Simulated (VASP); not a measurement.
# RuBr2 (Fm-3m) in VASP: a series of runs, part 2 of 3

VASP 6.6.1. The steps go on from the part before.

### Step 3. Single point, PBEsol+U, collinear spin, random start

This run uses another cell than the first one: it holds 3 atoms, not 6.

File INCAR:

```
PREC = Accurate ; ENCUT = 520
EDIFF = 1E-6 ; ISMEAR = 0
SIGMA = 0.05 ; LREAL = False
LASPH = True ; NELM = 60
ALGO = Fast ; ISIF = 2
LWAVE = False ; LCHARG = False
ISPIN = 2 ; MAGMOM = 0.1 0 0
LORBIT = 11 ; LMAXMIX = 4
LDAU = True ; LDAUTYPE = 2
LDAUL = 2 -1 ; LDAUU = 2 0
LDAUJ = 0 0 ; LDAUPRINT = 1
GGA = PS ; NBANDS = 25
```

File KPOINTS:

```
regular mesh
0
Gamma
  5 5 5
```

File POSCAR:

```
RuBr2
1.0
    0.0000000000      3.1637246900      3.1637246900
    3.1637246900      0.0000000000      3.1637246900
    3.1637246900      3.1637246900      0.0000000000
Ru Br
1 2
Direct
    0.0000000000      0.0000000000      0.0000000000
    0.2500000000      0.2500000000      0.2500000000
    0.7500000000      0.7500000000      0.7500000000
```

Potentials or basis: VASP PAW PBE potentials, release 64 (Ru_pv, Br).

The run is started by

```bash
$ cat potpaw_PBE.64/Ru_pv/POTCAR potpaw_PBE.64/Br/POTCAR > POTCAR
$ mpirun -np 1 vasp_std > vasp.out
```

OUTCAR:

```text
PREC = Accurate
   ENCUT = 520
   EDIFF = 1E-6
   ISMEAR = 0
   LREAL = False
   LASPH = True
   NELM = 60
   ISIF = 2
   ISPIN = 2
   LORBIT = 11
   GGA = PS

 ion  position               nearest neighbor table
   1  0.000  0.000  0.000-   3 2.74   3 2.74   3 2.74   2 2.74   2 2.74   2 2.74   3 2.74   2 2.74

   2  0.250  0.250  0.250-   1 2.74   1 2.74   1 2.74   1 2.74
   3  0.750  0.750  0.750-   1 2.74   1 2.74   1 2.74   1 2.74

  LATTYP: Found a face centered cubic cell.
 ALAT       =     6.3274493800

  Lattice vectors:

 A1 = (   0.0000000000,   3.1637246900,   3.1637246900)
 A2 = (   3.1637246900,   0.0000000000,   3.1637246900)
 A3 = (   3.1637246900,   3.1637246900,   0.0000000000)

Analysis of symmetry for initial positions (statically):
=====================================================================
 Subroutine PRICEL returns:
 Original cell was already a primitive cell.

 Routine SETGRP: Setting up the symmetry group for a
 face centered cubic supercell.

 Subroutine GETGRP returns: Found 48 space group operations
 (whereof 48 operations were pure point group operations)
 out of a pool of 48 trial point group operations.

The static configuration has the point symmetry O_h .

Analysis of symmetry for dynamics (positions and initial velocities):
=====================================================================
 Subroutine PRICEL returns:
 Original cell was already a primitive cell.

 Routine SETGRP: Setting up the symmetry group for a
 face centered cubic supercell.

 Subroutine GETGRP returns: Found 48 space group operations
 (whereof 48 operations were pure point group operations)
 out of a pool of 48 trial point group operations.

The dynamic configuration has the point symmetry O_h .

Analysis of structural, dynamic, and magnetic symmetry:
=====================================================================
 Subroutine PRICEL returns:
 Original cell was already a primitive cell.

 Routine SETGRP: Setting up the symmetry group for a
 face centered cubic supercell.

 Subroutine GETGRP returns: Found 48 space group operations
 (whereof 48 operations were pure point group operations)
 out of a pool of 48 trial point group operations.

The overall configuration has the point symmetry O_h .

 Subroutine INISYM returns: Found 48 space group operations
 (whereof 48 operations are pure point group operations),
 and found     1 'primitive' translations

----------------------------------------------------------------------------------------

                                     Primitive cell

  volume of cell :      63.3324

[... 114 lines left out ...]
  volume of cell :       63.33
 maximum number of plane-waves:      1716
 NGX is ok and might be reduce to    36

atom =   1  type =  1  l = 2

 onsite density matrix

spin component  1

  0.5042 -0.0000 -0.0000  0.0000  0.0000
 -0.0000  0.5042  0.0000 -0.0000 -0.0000
 -0.0000  0.0000  0.8027 -0.0000  0.0000
  0.0000 -0.0000 -0.0000  0.5042  0.0000
  0.0000 -0.0000  0.0000  0.0000  0.8027

spin component  2

  0.4657 -0.0000 -0.0000 -0.0000  0.0000
 -0.0000  0.4657  0.0000 -0.0000 -0.0000
 -0.0000  0.0000  0.8005 -0.0000  0.0000
 -0.0000 -0.0000 -0.0000  0.4657  0.0000
  0.0000 -0.0000  0.0000  0.0000  0.8005

 occupancies and eigenvectors

  o =  0.4657  v =  0.0000  0.0000  0.0000  0.0000  0.0000  1.0000  0.0000  0.0000  0.0000  0.0000      0.0000  0.0000  0.0000  0.0000  0.0000  0.0000  0.0000  0.0000  0.0000  0.0000
  o =  0.4657  v =  0.0000  0.0000  0.0000  0.0000  0.0000  0.0000  1.0000 -0.0000  0.0070 -0.0000      0.0000  0.0000  0.0000  0.0000  0.0000  0.0000  0.0000  0.0000  0.0000  0.0000
  o =  0.4657  v =  0.0000  0.0000  0.0000  0.0000  0.0000  0.0000  0.0070  0.0000 -1.0000  0.0000      0.0000  0.0000  0.0000  0.0000  0.0000  0.0000  0.0000  0.0000  0.0000  0.0000
  o =  0.5042  v =  1.0000  0.0000  0.0000  0.0000  0.0000  0.0000  0.0000  0.0000  0.0000  0.0000      0.0000  0.0000  0.0000  0.0000  0.0000  0.0000  0.0000  0.0000  0.0000  0.0000
  o =  0.5042  v =  0.0000 -0.9969  0.0000  0.0788 -0.0000  0.0000  0.0000  0.0000  0.0000  0.0000      0.0000  0.0000  0.0000  0.0000  0.0000  0.0000  0.0000  0.0000  0.0000  0.0000
  o =  0.5042  v =  0.0000  0.0788  0.0000  0.9969  0.0000  0.0000  0.0000  0.0000  0.0000  0.0000      0.0000  0.0000  0.0000  0.0000  0.0000  0.0000  0.0000  0.0000  0.0000  0.0000
  o =  0.8005  v =  0.0000  0.0000  0.0000  0.0000  0.0000  0.0000 -0.0000 -1.0000  0.0000  0.0032      0.0000  0.0000  0.0000  0.0000  0.0000  0.0000  0.0000  0.0000  0.0000  0.0000
  o =  0.8005  v =  0.0000  0.0000  0.0000  0.0000  0.0000  0.0000 -0.0000 -0.0032  0.0000 -1.0000      0.0000  0.0000  0.0000  0.0000  0.0000  0.0000  0.0000  0.0000  0.0000  0.0000
  o =  0.8027  v =  0.0000  0.0000  0.9999 -0.0000 -0.0133  0.0000  0.0000  0.0000  0.0000  0.0000      0.0000  0.0000  0.0000  0.0000  0.0000  0.0000  0.0000  0.0000  0.0000  0.0000
  o =  0.8027  v =  0.0000 -0.0000  0.0133 -0.0000  0.9999  0.0000  0.0000  0.0000  0.0000  0.0000      0.0000  0.0000  0.0000  0.0000  0.0000  0.0000  0.0000  0.0000  0.0000  0.0000

 number of electron      27.9999997 magnetization       0.1324737

 Free energy of the ion-electron system (eV)
  ---------------------------------------------------
  ext. energy  EPLUGINS =         0.00000000
  ---------------------------------------------------
  free energy    TOTEN  =       -10.42474566 eV

  energy without entropy =      -10.42151652  energy(sigma->0) =      -10.42313109

 E-fermi :   5.9945     XC(G=0): -10.6449

 val. band max:        5.9576347020   @ k =  -0.4000   0.4000   0.2000
 cond. band min:       6.0075963740   @ k =  -0.2000   0.2000   0.0000
 fundamental gap:      0.0499616720
 Fermi energy:         5.9944783322

 spin component 1

 k-point     1 :       0.0000    0.0000    0.0000
  band No.  band energies     occupation
      1     -36.3196      1.00000
      2     -36.3196      1.00000
      3     -36.3196      1.00000
      4     -11.6203      1.00000
      5      -9.1391      1.00000
      6      -0.3921      1.00000
[... 269 lines left out ...]
     24      17.5341      0.00000
     25      18.0197      0.00000
 Fermi energy:         5.9944783322

 spin component 2

 k-point     1 :       0.0000    0.0000    0.0000
  band No.  band energies     occupation
      1     -36.2288      1.00000
      2     -36.2288      1.00000
      3     -36.2288      1.00000
      4     -11.6173      1.00000
      5      -9.1376      1.00000
      6      -0.3551      1.00000
[... 269 lines left out ...]
     24      17.5546      0.00000
     25      18.0424      0.00000

------------------------ aborting loop because EDIFF is reached ----------------------------------------

  FORCE on cell =-STRESS in cart. coord.  units (eV):
  Direction    XX          YY          ZZ          XY          YZ          ZX
  --------------------------------------------------------------------------------------
  -------------------------------------------------------------------------------------
  Total       -1.2148483     -1.2148483     -1.2148483      0.0000000     -0.0000000      0.0000000
  in kB      -30.7331149    -30.7331149    -30.7331149      0.0000000     -0.0000000      0.0000000
  external PRESSURE =     -30.7331149 kB  Pullay stress =       0.0000000 kB

 VOLUME and BASIS-vectors are now :
 -----------------------------------------------------------------------------
  energy-cutoff  :      520.00
  volume of cell :       63.33
      direct lattice vectors                 reciprocal lattice vectors
     0.000000000  3.163724690  3.163724690    -0.158041565  0.158041565  0.158041565
     3.163724690  0.000000000  3.163724690     0.158041565 -0.158041565  0.158041565
     3.163724690  3.163724690  0.000000000     0.158041565  0.158041565 -0.158041565

 POSITION                                       TOTAL-FORCE (eV/Angst)
 -----------------------------------------------------------------------------------
      0.00000      0.00000      0.00000         0.000000      0.000000      0.000000
      1.58186      1.58186      1.58186         0.000000      0.000000      0.000000
      4.74559      4.74559      4.74559        -0.000000     -0.000000     -0.000000
 -----------------------------------------------------------------------------------
    total drift:                               -0.000000      0.000000      0.000000

  FREE ENERGIE OF THE ION-ELECTRON SYSTEM (eV)
  ---------------------------------------------------
  free  energy   TOTEN  =       -10.4247456621 eV

  energy  without entropy=      -10.4215165184  energy(sigma->0) =      -10.42313109

 total charge

# of ion       s       p       d       tot
------------------------------------------
    1        0.194   6.119   6.070  12.382
    2        1.639   3.089   0.058   4.786
    3        1.639   3.089   0.058   4.786
--------------------------------------------------
tot          3.471  12.296   6.186  21.953

 magnetization (x)

# of ion       s       p       d       tot
------------------------------------------
    1        0.000   0.001   0.119   0.121
    2        0.001  -0.001   0.000   0.001
    3        0.001  -0.001   0.000   0.001
--------------------------------------------------
tot          0.003  -0.001   0.120   0.122
```

OSZICAR:

```text
N       E                     dE             d eps       ncg     rms          rms(c)
DAV:   1     0.214119260320E+03    0.21412E+03   -0.14084E+04  1048   0.101E+03
DAV:   2    -0.113762899039E+01   -0.21526E+03   -0.20544E+03  1163   0.276E+02
DAV:   3    -0.102811574207E+02   -0.91435E+01   -0.90763E+01  1241   0.556E+01
DAV:   4    -0.103618776345E+02   -0.80720E-01   -0.80606E-01  1215   0.541E+00
DAV:   5    -0.103630884697E+02   -0.12108E-02   -0.12103E-02  1339   0.586E-01    0.164E+01
RMM:   6    -0.103903681209E+02   -0.27280E-01   -0.31419E-01  1040   0.326E+00    0.948E+00
RMM:   7    -0.104517033384E+02   -0.61335E-01   -0.12650E-01  1040   0.195E+00    0.471E+00
RMM:   8    -0.104245378721E+02    0.27165E-01   -0.78087E-02  1056   0.175E+00    0.379E-01
RMM:   9    -0.104248122582E+02   -0.27439E-03   -0.71062E-03  1073   0.466E-01    0.261E-01
RMM:  10    -0.104247218653E+02    0.90393E-04   -0.53013E-04  1156   0.163E-01    0.134E-01
RMM:  11    -0.104247025228E+02    0.19342E-04   -0.77394E-05  1220   0.543E-02    0.751E-02
RMM:  12    -0.104247457846E+02   -0.43262E-04   -0.49568E-05  1189   0.427E-02    0.324E-02
RMM:  13    -0.104247456621E+02    0.12256E-06   -0.78593E-06  1138   0.161E-02
   1 F= -.10424746E+02 E0= -.10423131E+02  d E =-.322914E-02  mag=     0.1322
```

stdout:

```text
POSCAR found type information on POSCAR RuBr
 POSCAR found :  2 types and       3 ions
 scaLAPACK will be used
 -----------------------------------------------------------------------------
|                                                                             |
|                                                                             |
|     You enforced a specific xc type in the INCAR file but a different       |
|     I HOPE YOU KNOW WHAT YOU ARE DOING!                                     |
|                                                                             |
 -----------------------------------------------------------------------------

 LDA part: xc-table for (Slater+PW92), standard interpolation
 POSCAR, INCAR and KPOINTS ok, starting setup
 FFT: planning ... GRIDC
 FFT: planning ... GRID_SOFT
 FFT: planning ... GRID
 WAVECAR not read
 entering main loop
```

Run time: 47 s. Hardware: 1 thread of Intel Xeon Platinum 8259CL at 2.50GHz (Skylake/Cascade Lake), shared host; peak memory 0.24 GiB.

Results:

| Property | Result |
| --- | --- |
| Free energy | -10.4247 eV |
| Pressure | -3.1 GPa |
| Band gap on the k mesh | none (metal or under the smearing width) |
| Net moment | 0.13 μB per cell |
| Site moments | Ru +0.12; Br +0.00 μB |
| Valence electrons inside the program's atomic spheres | Ru 12.38; Br 4.79 |

Eigenvalues of the final occupation matrices:
```tsv
site	spin	trace	eigenvalues
site 1 d	1	3.12	0.50 0.50 0.50 0.80 0.80
site 1 d	2	3.00	0.47 0.47 0.47 0.80 0.80
```

Caveat: the PAW data sets were made with another functional, which shifts forces and pressure a little.

(Part 2 of 3 ends here.)
